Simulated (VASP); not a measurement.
VASP runs on Eu (space group Im-3m) share one base input (PBE GGA, plane waves, VASP's PBE PAW potentials (set 64)) and change the settings named in each case.

INCAR:
```
SYSTEM = Eu
PREC = Accurate; ENCUT = 300; LREAL = .False.
LASPH = .True.
EDIFF = 1E-6; NELM = 100; ALGO = Normal
LMAXMIX = 6
ISMEAR = 0; SIGMA = 0.2
GGA = PE
ISPIN = 2
ISIF = 2
LWAVE = .False.; LCHARG = .False.; LORBIT = 11
```

KPOINTS:
```
Automatic
0
gamma
 11 11 11
```

POSCAR:
```
Eu
1
   -2.2101430000     2.2101430000     2.2101430000
    2.2101430000    -2.2101430000     2.2101430000
    2.2101430000     2.2101430000    -2.2101430000
Eu
1
Direct
  0.0000000000   0.0000000000   0.0000000000
```

POTCAR, in this order: Eu (PBE.64 set). Program: vasp_std. The INCAR's line for the spin-polarised start is left out here.

```
change                                                                                                                                                            E(σ→0) (eV/atom)  pressure (GPa)  moment (μB)    −TS (eV)
----------------------------------------------------------------------------------------------------------------------------------------------------------------  ----------------  --------------  -----------  ----------
base run                                                                                                                                                                  -11.3704           -2.39         7.29     -0.0369
EDIFF = 1E-09, ENCUT = 420, KPOINTS 15×15×15 Γ-centred mesh                                                                                                               -11.4160      (withheld)   (withheld)  (withheld)
ENCUT = 240, ISPIN removed, the spin start removed, KPOINTS 2×2×2 Γ-centred mesh shifted by (0.5, 0.5, 0.5), POTCAR Eu_2 (PBE.64 set)                                      -1.5558            5.80            -     -0.0771
ENCUT = 150, ISMEAR = 1, SIGMA = 0.272, KPOINTS 8×8×8 Γ-centred mesh                                                                                                       -9.3661          -92.27         7.39      0.0781
EDIFF = 1E-04, ENCUT = 210, ISMEAR = 1, ISPIN removed, the spin start removed, KPOINTS 8×8×8 Γ-centred mesh shifted by (0.5, 0.5, 0.5), POTCAR Eu_2 (PBE.64 set)           -1.8589            0.33            -     -0.0002
EDIFF = 1E-04, ENCUT = 210, KPOINTS 4×4×4 Γ-centred mesh shifted by (0.5, 0.5, 0.5)                                                                                       -10.7624          -20.26         7.24     -0.0461
```

Task: Complete the blanks.

Result: 
- EDIFF = 1E-09, ENCUT = 420, KPOINTS 15×15×15 Γ-centred mesh, pressure (GPa): -0.98
- EDIFF = 1E-09, ENCUT = 420, KPOINTS 15×15×15 Γ-centred mesh, moment (μB): 7.31
- EDIFF = 1E-09, ENCUT = 420, KPOINTS 15×15×15 Γ-centred mesh, −TS (eV): -0.0347

Energies of different potentials or functionals have different zeros.  The run has a spin-polarised start. At 300 eV the pressure can carry a Pulay error.

Left out are runs that ran out of time, are held back, or changed the cell or the kind of run, fixed moments of cells without a moment, rows past the twelfth, gaps on odd meshes, pressures of charged cells and columns that move by less than the noise.

The structure comes from a computed database's Eu entry; how it stands against other phases isn't given here. The cell was not relaxed at this level, its lattice was scaled by up to 2.5 %.
